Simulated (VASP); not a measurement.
Calculation: LDA (Ceperley-Alder, Perdew-Zunger), VASP's LDA PAW potentials (set 64) (plane waves; VASP 6.6.1).

Input for VASP

KPOINTS:
```
Automatic mesh
0
Gamma
5 5 5
0 0 0
```

POSCAR:
```
SrTiO3
1.0
  3.8612936557   0.0000000000   0.0000000000
  0.0000000000   3.8612936557   0.0000000000
  0.0000000000   0.0000000000   3.8612936557
Sr Ti O
1 1 3
Cart
  0.0000000000   0.0000000000   0.0000000000
  1.9306468278   1.9306468278   1.9306468278
  1.9306468278   0.0000000000   1.9306468278
  0.0000000000   1.9306468278   1.9306468278
  1.9306468278   1.9306468278   0.0000000000
```

### INCAR
```
SYSTEM  =  SrTiO3
PREC  =  Accurate; ENCUT  =  520; LREAL  =  .False.
LASPH  =  .True.
EDIFF  =  1E-6; NELM  =  100; ALGO  =  Normal
LMAXMIX  =  4
ISMEAR  =  0; SIGMA  =  0.05
IBRION  =  2; NSW  =  60; ISIF  =  3
EDIFFG  =  -0.02
LWAVE  =  .False.; LCHARG  =  .False.
```

POTCAR, in this order: Sr_sv Ti_sv O (LDA.64 set). Program: vasp_std.

The resulting files:

OSZICAR:
```
       N       E                     dE             d eps       ncg     rms          rms(c)
DAV:   1     0.450196489402E+03    0.45020E+03   -0.22137E+04   480   0.185E+03
DAV:   2    -0.956637968330E+01   -0.45976E+03   -0.45269E+03   568   0.505E+02
DAV:   3    -0.521976896048E+02   -0.42631E+02   -0.41550E+02   696   0.144E+02
DAV:   4    -0.540312536267E+02   -0.18336E+01   -0.18329E+01   664   0.271E+01
DAV:   5    -0.540814751987E+02   -0.50222E-01   -0.50220E-01   688   0.372E+00    0.286E+01
DAV:   6    -0.443264459632E+02    0.97550E+01   -0.64266E+01   712   0.755E+01    0.183E+01
DAV:   7    -0.442762657747E+02    0.50180E-01   -0.84705E+00   624   0.233E+01    0.115E+01
DAV:   8    -0.442791292808E+02   -0.28635E-02   -0.19160E+00   632   0.153E+01    0.307E+00
DAV:   9    -0.441773001481E+02    0.10183E+00   -0.49102E-01   584   0.764E+00    0.803E-01
DAV:  10    -0.441799025692E+02   -0.26024E-02   -0.10349E-01   704   0.234E+00    0.715E-01
DAV:  11    -0.441745890321E+02    0.53135E-02   -0.56785E-02   720   0.205E+00    0.234E-01
DAV:  12    -0.441740405421E+02    0.54849E-03   -0.36410E-03   640   0.708E-01    0.658E-02
DAV:  13    -0.441740329862E+02    0.75560E-05   -0.31934E-04   640   0.127E-01    0.456E-02
DAV:  14    -0.441740257459E+02    0.72403E-05   -0.50057E-05   776   0.471E-02    0.941E-03
DAV:  15    -0.441740249955E+02    0.75036E-06   -0.44733E-06   496   0.179E-02
   1 F= -.44174025E+02 E0= -.44174025E+02  d E =-.441740E+02
```

### OUTCAR
```
------------------------ aborting loop because EDIFF is reached ----------------------------------------
  FORCE on cell =-STRESS in cart. coord.  units (eV):
  Direction    XX          YY          ZZ          XY          YZ          ZX
  --------------------------------------------------------------------------------------
  Total       -0.0176229     -0.0176229     -0.0176229     -0.0000000      0.0000000     -0.0000000
  in kB       -0.4904446     -0.4904446     -0.4904446     -0.0000000      0.0000000     -0.0000000
  external PRESSURE =      -0.4904446 kB  Pullay stress =       0.0000000 kB
  volume of cell :       57.57
      direct lattice vectors                 reciprocal lattice vectors
     3.861293656  0.000000000  0.000000000     0.258980562  0.000000000  0.000000000
     0.000000000  3.861293656  0.000000000     0.000000000  0.258980562  0.000000000
     0.000000000  0.000000000  3.861293656     0.000000000  0.000000000  0.258980562
 POSITION                                       TOTAL-FORCE (eV/Angst)
 -----------------------------------------------------------------------------------
      0.00000      0.00000      0.00000         0.000000      0.000000      0.000000
      1.93065      1.93065      1.93065         0.000000      0.000000      0.000000
      1.93065      0.00000      1.93065         0.000000      0.000000      0.000000
      0.00000      1.93065      1.93065         0.000000      0.000000      0.000000
      1.93065      1.93065      0.00000         0.000000      0.000000      0.000000
 -----------------------------------------------------------------------------------
    total drift:                                0.000000      0.000000     -0.000000
  FREE ENERGIE OF THE ION-ELECTRON SYSTEM (eV)
  ---------------------------------------------------
  free  energy   TOTEN  =       -44.1740249955 eV

  energy  without entropy=      -44.1740249955  energy(sigma->0) =      -44.17402500

 reached required accuracy - stopping structural energy minimisation
```
(Selected blocks of OUTCAR.)

The compound is SrTiO3 in the cubic perovskite structure, the ideal cubic form; the compound distorts at low or room temperature. It was relaxed first. The start is the result of an earlier pass.
